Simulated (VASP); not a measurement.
# The low-index faces of Al, part 2 of 4

Which face of Al is cheapest, and which holds its electrons hardest?

VASP 6.6.1; PBE; plane waves and PAW (Al).

So far. Step 3 (The bulk reference, job self-consistent run, k-mesh …): The run ends at a pressure of -0.06 GPa.

### Step 4. Relaxing the slab, 7 atoms, face Al(111)

System of this step: Al(111). The cell holds 7 atoms: 7 Al. Its edges and angles: a = 2.856 Å, b = 2.856 Å, c = 28.994 Å, α = 90.0°, β = 90.0°, γ = 60.0°. It derives from Al. 7 layers of fcc Al, cut at this functional's lattice. Vacuum lies along c.

All atoms relax at the fixed cell.

INCAR reads:

```
SYSTEM = Al
PREC = Normal
ENCUT = 320
EDIFF = 1E-05
NELM = 120
ISMEAR = 1
SIGMA = 0.15
LREAL = .FALSE.
ALGO = Fast
GGA = PE
NBANDS = 17
LORBIT = 11
LWAVE = .FALSE.
LCHARG = .FALSE.
KPAR = 4
LASPH = .TRUE.
IBRION = 2
NSW = 40
ISIF = 2
EDIFFG = -0.03
POTIM = 0.4
MAXMIX = 40
```

POSCAR reads:

```
Al
1.0
    2.8564818028      0.0000000000      0.0000000000
    1.4282409014      2.4737858067      0.0000000000
    0.0000000000      0.0000000000     28.9938457528
Al
7
Direct
    0.0000000000      0.0000000000      0.2586755800
    0.3333333300      0.3333333300      0.3391170600
    0.6666666700      0.6666666700      0.4195585300
    0.0000000000      0.0000000000      0.5000000000
    0.3333333300      0.3333333300      0.5804414700
    0.6666666700      0.6666666700      0.6608829400
    0.0000000000      0.0000000000      0.7413244200
```

KPOINTS reads:

```
Automatic mesh
0
Gamma
12 12 1
0 0 0
```

PAW data sets: Al (PBE family, release 64).

Started as:

```console
mpirun -np 4 vasp_std
```

Output:

```text
[banner, memory and clock lines left out]
running    4 mpi-ranks, on    1 nodes
 distrk:  each k-point on    1 cores,    4 groups
 distr:  one band on    1 cores,    1 groups

 POSCAR found type information on POSCAR Al
 POSCAR found :  1 types and       7 ions
 LDA part: xc-table for (Slater+PW92), standard interpolation
 POSCAR, INCAR and KPOINTS ok, starting setup
 FFT: planning ... GRIDC
 FFT: planning ... GRID_SOFT
 FFT: planning ... GRID
 WAVECAR not read
 entering main loop
       N       E                     dE             d eps       ncg     rms          rms(c)
DAV:   1     0.327002943428E+02    0.32700E+02   -0.53550E+03   646   0.615E+02
DAV:   2    -0.237647251531E+02   -0.56465E+02   -0.54030E+02   868   0.116E+02
DAV:   3    -0.261881702482E+02   -0.24234E+01   -0.23686E+01   931   0.242E+01
DAV:   4    -0.262560490968E+02   -0.67879E-01   -0.67821E-01  1010   0.481E+00
DAV:   5    -0.262577845818E+02   -0.17355E-02   -0.17351E-02  1050   0.688E-01    0.379E+00
RMM:   6    -0.267442125201E+02   -0.48643E+00   -0.47904E+00   679   0.349E+00    0.317E+00
RMM:   7    -0.256311411947E+02    0.11131E+01   -0.95855E-01   694   0.192E+00    0.179E+00
RMM:   8    -0.255054655763E+02    0.12568E+00   -0.14627E-01   679   0.143E+00    0.518E-01
RMM:   9    -0.254947139899E+02    0.10752E-01   -0.38294E-02   717   0.761E-01    0.230E-01
RMM:  10    -0.254934073534E+02    0.13066E-02   -0.90656E-03   695   0.415E-01    0.755E-02
RMM:  11    -0.254926205797E+02    0.78677E-03   -0.33773E-03   714   0.240E-01    0.652E-02
RMM:  12    -0.254926477364E+02   -0.27157E-04   -0.13521E-03   710   0.149E-01    0.242E-02
RMM:  13    -0.254928140791E+02   -0.16634E-03   -0.33298E-04   680   0.836E-02    0.145E-02
RMM:  14    -0.254929021566E+02   -0.88078E-04   -0.21152E-04   604   0.542E-02    0.107E-02
RMM:  15    -0.254929815607E+02   -0.79404E-04   -0.40325E-05   513   0.322E-02    0.703E-03
RMM:  16    -0.254930578915E+02   -0.76331E-04   -0.35492E-05   511   0.237E-02    0.607E-03
RMM:  17    -0.254931470776E+02   -0.89186E-04   -0.14422E-05   462   0.171E-02    0.297E-03
RMM:  18    -0.254931949990E+02   -0.47921E-04   -0.50274E-06   428   0.115E-02    0.236E-03
RMM:  19    -0.254932450794E+02   -0.50080E-04   -0.56493E-06   395   0.956E-03    0.137E-03
RMM:  20    -0.254932536971E+02   -0.86176E-05   -0.13224E-06   352   0.703E-03
   1 F= -.25493254E+02 E0= -.25495865E+02  d E =-.254933E+02
 curvature:   0.00 expect dE= 0.000E+00 dE for cont linesearch  0.000E+00
 trial: gam= 0.00000 g(F)=  0.233E-02 g(S)=  0.000E+00 ort = 0.000E+00 (trialstep = 0.100E+01)
 search vector abs. value=  0.233E-02
 bond charge predicted
       N       E                     dE             d eps       ncg     rms          rms(c)
DAV:   1    -0.254952416721E+02   -0.19966E-02   -0.18208E-02   872   0.679E-01    0.447E-02
RMM:   2    -0.254951809902E+02    0.60682E-04   -0.82350E-04   676   0.173E-01    0.155E-02
RMM:   3    -0.254951725864E+02    0.84038E-05   -0.18434E-04   686   0.691E-02    0.142E-02
RMM:   4    -0.254951740678E+02   -0.14814E-05   -0.31735E-05   502   0.355E-02
   2 F= -.25495174E+02 E0= -.25497967E+02  d E =-.192037E-02
 trial-energy change:   -0.001920  1 .order   -0.001933   -0.002327   -0.001539
 step:   2.9546(harm=  2.9546)  dis= 0.01488  next Energy=   -25.496691 (dE=-0.344E-02)
 bond charge predicted
       N       E                     dE             d eps       ncg     rms          rms(c)
DAV:   1    -0.254967747260E+02   -0.16021E-02   -0.68019E-02   749   0.132E+00    0.843E-02
RMM:   2    -0.254965044197E+02    0.27031E-03   -0.36577E-03   680   0.352E-01    0.295E-02
RMM:   3    -0.254965494025E+02   -0.44983E-04   -0.42673E-04   762   0.124E-01    0.676E-03
RMM:   4    -0.254965610371E+02   -0.11635E-04   -0.85977E-05   620   0.559E-02    0.991E-03
RMM:   5    -0.254965668881E+02   -0.58510E-05   -0.10942E-05   434   0.247E-02
   3 F= -.25496567E+02 E0= -.25499595E+02  d E =-.331319E-02
 curvature:  -1.48 expect dE=-0.770E-05 dE for cont linesearch -0.709E-05
 trial: gam= 0.00000 g(F)=  0.521E-05 g(S)=  0.000E+00 ort =-0.106E-03 (trialstep = 0.139E+01)
 search vector abs. value=  0.521E-05
 reached required accuracy - stopping structural energy minimisation
```

The job ended after 11 s (4 MPI ranks of AMD EPYC 7R43, shared host; peak memory 0.54 GiB; 42 s of CPU time).

OUTCAR, selected parts (step 4):

```text
  LATTYP: Found a hexagonal cell.
 ALAT       =     2.8564818028
 C/A-ratio  =    10.1501944539

 Subroutine GETGRP returns: Found 12 space group operations
 (whereof 12 operations were pure point group operations)

The static configuration has the point symmetry D_3d.

 Found     19 irreducible k-points:

   k-points           NKPTS =     19   k-points in BZ     NKDIM =     19   number of bands    NBANDS=     17

   dimension x,y,z NGX =    12 NGY =   12 NGZ =  128
   dimension x,y,z NGXF=    24 NGYF=   24 NGZF=  256

   ENCUT  =  320.0 eV  23.52 Ry    4.85 a.u.   4.17  4.17 42.29*2*pi/ulx,y,z

   NELECT =      21.0000    total number of electrons

 E-fermi :   2.7386

 k-point     1 :       0.0000    0.0000    0.0000
  band No.  band energies     occupation
    ...
      6      -4.0363      2.00000
      7      -2.5343      2.00000
      8      -1.0416      2.00000
      9       0.7846      2.00000
     10       2.6423      1.87637
     11       4.4167     -0.00000
     12       5.8843      0.00000
     13       6.5133      0.00000
     14       7.5974      0.00000
     15       7.6346      0.00000
    ...

 k-point     2 :       0.0833   -0.0000    0.0000
  band No.  band energies     occupation
    ...
      5      -5.1670      2.00000
      6      -3.8723      2.00000
      7      -2.3702      2.00000
      8      -0.8845      2.00000
      9       0.9417      2.00000
     10       2.7969      0.39454
     11       4.5692     -0.00000
     12       6.0396      0.00000
     13       6.6779      0.00000
     14       7.7492      0.00000
    ...

  Total       -1.0632996     -1.0632996     -0.1320061      0.0000000     -0.0000000      0.0000000
  in kB       -8.3150880     -8.3150880     -1.0322985      0.0000000     -0.0000000      0.0000000
  external PRESSURE =      -5.8874915 kB  Pullay stress =       0.0000000 kB

  energy-cutoff  :      320.00
  volume of cell :      204.88
      direct lattice vectors                 reciprocal lattice vectors
     2.856481803  0.000000000  0.000000000     0.350080998 -0.202119358  0.000000000
     1.428240901  2.473785807  0.000000000     0.000000000  0.404238717  0.000000000
     0.000000000  0.000000000 28.993845753     0.000000000  0.000000000  0.034490078

 POSITION                                       TOTAL-FORCE (eV/Angst)
 -----------------------------------------------------------------------------------
      0.00000      0.00000      7.49286         0.000000      0.000000      0.004988
      1.42824      0.82460      9.84718        -0.000000      0.000000     -0.005388
      2.85648      1.64919     12.15368         0.000000      0.000000      0.003692
      0.00000      0.00000     14.49692        -0.000000      0.000000      0.000000
      1.42824      0.82460     16.84017        -0.000000     -0.000000     -0.003692
      2.85648      1.64919     19.14666        -0.000000     -0.000000      0.005388
      0.00000      0.00000     21.50098        -0.000000     -0.000000     -0.004988
 -----------------------------------------------------------------------------------
    total drift:                               -0.000000     -0.000000      0.000000

  FREE ENERGIE OF THE ION-ELECTRON SYSTEM (eV)
  ---------------------------------------------------
  free  energy   TOTEN  =       -25.4965668881 eV

  energy  without entropy=      -25.5056514926  energy(sigma->0) =      -25.49959509

 total charge
# of ion       s       p       d       tot
------------------------------------------
    1        0.452   0.309   0.000   0.760
    2        0.429   0.345   0.000   0.774
    3        0.431   0.342   0.000   0.773
    4        0.433   0.339   0.000   0.771
    5        0.431   0.342   0.000   0.773
    6        0.429   0.345   0.000   0.774
    7        0.452   0.309   0.000   0.760
--------------------------------------------------
tot          3.057   2.328   0.000   5.386

[... 1 part as in an earlier step ...]

[... 7 further parts left out ...]
```

CONTCAR:

```
Al
   1.00000000000000
     2.8564818027999999    0.0000000000000000    0.0000000000000000
     1.4282409013999999    2.4737858067000000    0.0000000000000000
     0.0000000000000000    0.0000000000000000   28.9938457527999986
  Al
     7
Direct
     0.0000000000000000    0.0000000000000000    0.2584293749996939
     0.3333333300000021    0.3333333300000021    0.3396301731752523
     0.6666666699999979    0.6666666699999979    0.4191812624289667
     0.0000000000000000    0.0000000000000000    0.5000000000000000
     0.3333333300000021    0.3333333300000021    0.5808187375710333
     0.6666666699999979    0.6666666699999979    0.6603698268247477
     0.0000000000000000    0.0000000000000000    0.7415706250003060
```

The run keeps the 12 symmetry operations of its start, so it cannot find a distortion of lower symmetry.

Step by step:

| step | energy less that of the first step (eV) | largest force (eV/Å) |
| --- | --- | --- |
| 1 | 0.0000 | 0.1305 |
| 2 | -0.0019 | 0.0864 |
| 3 | -0.0033 | 0.0054 |

The atoms that moved most (Å):

| atom | dx | dy | dz | length |
| --- | --- | --- | --- | --- |
| Al2 | 0.000 | 0.000 | 0.015 | 0.015 |
| Al6 | 0.000 | 0.000 | -0.015 | 0.015 |
| Al5 | 0.000 | 0.000 | 0.011 | 0.011 |
| Al3 | 0.000 | 0.000 | -0.011 | 0.011 |
| Al7 | 0.000 | 0.000 | 0.007 | 0.007 |
| Al1 | 0.000 | 0.000 | -0.007 | 0.007 |

The relaxed structure:

```
Al
1.0
     2.85648    0.00000    0.00000
     1.42824    2.47379    0.00000
     0.00000    0.00000   28.99385
Al
7
Direct
  0.00000 0.00000 0.25843
  0.33333 0.33333 0.33963
  0.66667 0.66667 0.41918
  0.00000 0.00000 0.50000
  0.33333 0.33333 0.58082
  0.66667 0.66667 0.66037
  0.00000 0.00000 0.74157
```

Numbers from this step:

- electronic cycles: 29
- electrons: 21
- free energy (TOTEN): -25.50 eV
- energy at zero smearing: -25.50 eV
- Fermi energy: 2.739 eV

The run ended after 3 ionic steps, 0.003 eV below its first step, once the forces on the free atoms met EDIFFG = -0.03.

### Step 5. Potential and states of the slab, 7 atoms, face Al(111)

A static run writes the electrostatic potential without exchange and correlation (LVHAR), which is flat in the vacuum and gives the level to count from. The dipole correction cancels the field that unlike faces would set up across the vacuum.

INCAR reads:

```
SYSTEM = Al
PREC = Normal
ENCUT = 320
EDIFF = 1E-06
NELM = 120
ISMEAR = 1
SIGMA = 0.15
LREAL = .FALSE.
ALGO = Fast
GGA = PE
NBANDS = 17
LORBIT = 11
LWAVE = .FALSE.
LCHARG = .TRUE.
KPAR = 4
LASPH = .TRUE.
IDIPOL = 3
LDIPOL = .TRUE.
DIPOL = 0.5 0.5 0.5
LVHAR = .TRUE.
LVACPOTAV = .TRUE.
NEDOS = 1500
```

POSCAR reads:

```
Al
1.0
    2.8564818028      0.0000000000      0.0000000000
    1.4282409014      2.4737858067      0.0000000000
    0.0000000000      0.0000000000     28.9938457528
Al
7
Direct
    0.0000000000      0.0000000000      0.2584293750
    0.3333333300      0.3333333300      0.3396301732
    0.6666666700      0.6666666700      0.4191812624
    0.0000000000      0.0000000000      0.5000000000
    0.3333333300      0.3333333300      0.5808187376
    0.6666666700      0.6666666700      0.6603698268
    0.0000000000      0.0000000000      0.7415706250
```

KPOINTS is that of step 4.

Started as:

```console
mpirun -np 4 vasp_std
```

Output:

```text
[... set-up lines as in an earlier step ...]
 entering main loop
       N       E                     dE             d eps       ncg     rms          rms(c)
DAV:   1     0.326663745217E+02    0.32666E+02   -0.53540E+03   646   0.615E+02
DAV:   2    -0.237639963247E+02   -0.56430E+02   -0.53993E+02   867   0.116E+02
DAV:   3    -0.261959731662E+02   -0.24320E+01   -0.23772E+01   930   0.242E+01
DAV:   4    -0.262638860299E+02   -0.67913E-01   -0.67853E-01  1002   0.481E+00
DAV:   5    -0.262656210366E+02   -0.17350E-02   -0.17345E-02  1042   0.691E-01    0.379E+00
RMM:   6    -0.267875337631E+02   -0.52191E+00   -0.50120E+00   821   0.354E+00    0.319E+00
RMM:   7    -0.256313444368E+02    0.11562E+01   -0.11705E+00   789   0.213E+00    0.179E+00
RMM:   8    -0.255097478220E+02    0.12160E+00   -0.16035E-01   761   0.147E+00    0.514E-01
RMM:   9    -0.254980369225E+02    0.11711E-01   -0.46990E-02   861   0.810E-01    0.235E-01
RMM:  10    -0.254968650393E+02    0.11719E-02   -0.10330E-02   813   0.434E-01    0.680E-02
RMM:  11    -0.254959958965E+02    0.86914E-03   -0.37519E-03   857   0.247E-01    0.759E-02
RMM:  12    -0.254959607527E+02    0.35144E-04   -0.15928E-03   854   0.157E-01    0.293E-02
RMM:  13    -0.254960883682E+02   -0.12762E-03   -0.37071E-04   899   0.905E-02    0.159E-02
RMM:  14    -0.254962198111E+02   -0.13144E-03   -0.23387E-04   808   0.564E-02    0.990E-03
RMM:  15    -0.254962954859E+02   -0.75675E-04   -0.68801E-05   829   0.333E-02    0.836E-03
RMM:  16    -0.254963596552E+02   -0.64169E-04   -0.30704E-05   766   0.223E-02    0.538E-03
RMM:  17    -0.254964438275E+02   -0.84172E-04   -0.13095E-05   747   0.149E-02    0.336E-03
RMM:  18    -0.254965163311E+02   -0.72504E-04   -0.63841E-06   684   0.984E-03    0.159E-03
RMM:  19    -0.254965649202E+02   -0.48589E-04   -0.55293E-06   647   0.769E-03    0.129E-03
RMM:  20    -0.254965731762E+02   -0.82560E-05   -0.91426E-07   574   0.459E-03    0.117E-03
RMM:  21    -0.254965750883E+02   -0.19121E-05   -0.28509E-07   464   0.318E-03    0.136E-03
RMM:  22    -0.254965754533E+02   -0.36498E-06   -0.84545E-08   394   0.236E-03
 -----------------------------------------------------------------------------
|                                                                             |
|           W    W    AA    RRRRR   N    N  II  N    N   GGGG   !!!           |
|           W    W   A  A   R    R  NN   N  II  NN   N  G    G  !!!           |
|           W    W  A    A  R    R  N N  N  II  N N  N  G       !!!           |
|           W WW W  AAAAAA  RRRRR   N  N N  II  N  N N  G  GGG   !            |
|           WW  WW  A    A  R   R   N   NN  II  N   NN  G    G                |
|           W    W  A    A  R    R  N    N  II  N    N   GGGG   !!!           |
|                                                                             |
|     Did not find any points to average over, which means that no vacuum     |
|     field-free region was found. Please increase the size of  your cell     |
|     in the dimension of the dipole correction to obtain accurate            |
|     workfunction values.                                                    |
|                                                                             |
 -----------------------------------------------------------------------------

   1 F= -.25496575E+02 E0= -.25499605E+02  d E =0.908744E-02
```

Run time: 9.4 s. Hardware: 4 MPI ranks; peak memory 0.48 GiB.

From OUTCAR (step 5):

```text
   NELECT =      21.0000    total number of electrons

 dipolmoment           0.000000      0.000000      0.000000 electrons x Angstroem

 E-fermi :   2.7383

 k-point     1 :       0.0000    0.0000    0.0000
  band No.  band energies     occupation
    ...
      6      -4.0367      2.00000
      7      -2.5346      2.00000
      8      -1.0419      2.00000
      9       0.7842      2.00000
     10       2.6419      1.87630
     11       4.4159     -0.00000
     12       5.8789      0.00000
     13       6.5014      0.00000
     14       7.5671      0.00000
     15       7.6601      0.00000
    ...

  Total       -1.0633556     -1.0633556     -0.1304245     -0.0000000     -0.0000000      0.0000000
  in kB       -8.3155261     -8.3155261     -1.0199301     -0.0000000     -0.0000000      0.0000000
  external PRESSURE =      -5.8836607 kB  Pullay stress =       0.0000000 kB

 POSITION                                       TOTAL-FORCE (eV/Angst)
 -----------------------------------------------------------------------------------
      0.00000      0.00000      7.49286         0.000000     -0.000000      0.004462
      1.42824      0.82460      9.84718         0.000000     -0.000000     -0.004828
      2.85648      1.64919     12.15368         0.000000      0.000000      0.003435
      0.00000      0.00000     14.49692        -0.000000     -0.000000      0.000000
      1.42824      0.82460     16.84017        -0.000000     -0.000000     -0.003435
      2.85648      1.64919     19.14666        -0.000000      0.000000      0.004828
      0.00000      0.00000     21.50098         0.000000      0.000000     -0.004462
 -----------------------------------------------------------------------------------
    total drift:                               -0.000000      0.000000      0.000000

  FREE ENERGIE OF THE ION-ELECTRON SYSTEM (eV)
  ---------------------------------------------------
  free  energy   TOTEN  =       -25.4965754533 eV

  energy  without entropy=      -25.5056628947  energy(sigma->0) =      -25.49960460

 vacuum level on the upper side and lower side of the slab         6.800         6.800

[... 8 parts as in an earlier step ...]

[... 9 further parts left out ...]
```

Numbers from this step:

- electronic cycles: 22
- Fermi energy: 2.738 eV
- dipole moment: 0, 0, 0 e·Å
- vacuum levels: 6.8, 6.8 eV
- work functions of the upper and lower face: 4.062, 4.062 eV

The planar average of the electrostatic potential oscillates, so the rows of the table below give means over windows of 2.27 Å about each position, cut where the curve ends. Its maxima inside the range that stand out by 2 % of the span (Å: eV): 8.7: -0.372, 11.0: -0.546, 13.4: -0.431, 15.6: -0.431, 18.0: -0.546, 20.3: -0.372. Its minima: 7.5: -18.0, 9.9: -18.1, 12.1: -18.0, 14.5: -18.0, 16.9: -18.0, 19.1: -18.1, 21.5: -18.0.

Zero at the Fermi level. Planar average of the electrostatic potential against height; means over each step:

height (Å), planar average of the electrostatic potential (eV) and a bar from the least value:
```
     1.14        4.1 ##############################
     3.41        4.1 ##############################
     5.68        2.5 ##########################
     7.95       -8.0 
    10.22       -8.1 
    12.49       -8.1 
    14.76       -8.1 
    17.03       -8.1 
    19.30       -8.1 
    21.57       -7.9 #
    23.84        3.6 #############################
    26.11        4.1 ##############################
    28.38        4.1 ##############################
```

Density of states in the PAW spheres, an atom over height of the layer and energy from the Fermi level.

Ten even steps from '_' (0.041 states/eV) to '@' (0.138 states/eV), each cell a mean:
```
##==::==::==##
##**++**++**##
**++======++**
@@%%@@%%@@%%@@
==----::----==
**--======--**
++==--**--==++
++****++****++
--++**--**++--
**==******==**
**++--==--++**
++====**====++
::::::__::::::
%%##%%**%%##%%
::..::==::..::
----..::..----
==--++--++--==
..----::----..
::::..--..::::
--..::__::..--
__::::::::::__
--::--++--::--
```
Columns: height of the layer (Å) from 7.5 to 21.5; rows upwards: energy from the Fermi level (eV) from -7.9 to 0.5.

Valence density in the ca plane at fractional y = 0.000, with atoms of Al within 0.2 Å of it. It is the smooth field of the valence electrons, not physical close to the nuclei.

Ten even steps from '0' (0.00 e/Å³) to '9' (0.22 e/Å³), each cell a mean:
```
65568998984248999987556788899623663100000000
77789998898789889998777899889877853100000000
98899998889998889999889999888999752100000000
99999998778998788999999999877899742100000000
99999998789998789999999999877899742100000000
87789998899999889998778999888999852100000000
76678998996468989987667899899745763100000000
65567889983038998886556788899501563100000000
```
Columns run along c (16.0 Å, from fractional 0.36 to 0.91 of the cell), rows up along a (2.9 Å). Atoms in or near the plane, at fractional coordinates: Al at (0.50, 0.00), Al at (0.74, 0.00).

The map of layer states is cut here 0.5 eV above the Fermi level, so it leaves out the states above that.

The vacuum level lies 4.06 eV above the Fermi level at the upper face; both faces agree, as the slab has next to no dipole.

The program found no field-free point at its default tolerance, but its printed level agrees with the flat part of the planar average.

On this mesh the fine structure of the density of states is sampling noise, and high empty states may be cut by the number of bands.

[end of part 2 of 4]

[Lines on the potential files, build, host, timing and source positions are cut from VASP's logs without a mark.]

[Logs are printed without paths, hosts, clocks, repeated set-up lines and the standing remarks that a program may print on its own settings, such as how far it seeks lower states.]

[Hosts, paths, dates, database ids (printed as entryN), source tags and the programs' standing remarks are cut or masked in the printed files.]

[Runs that stopped without an error message from VASP are left out.]
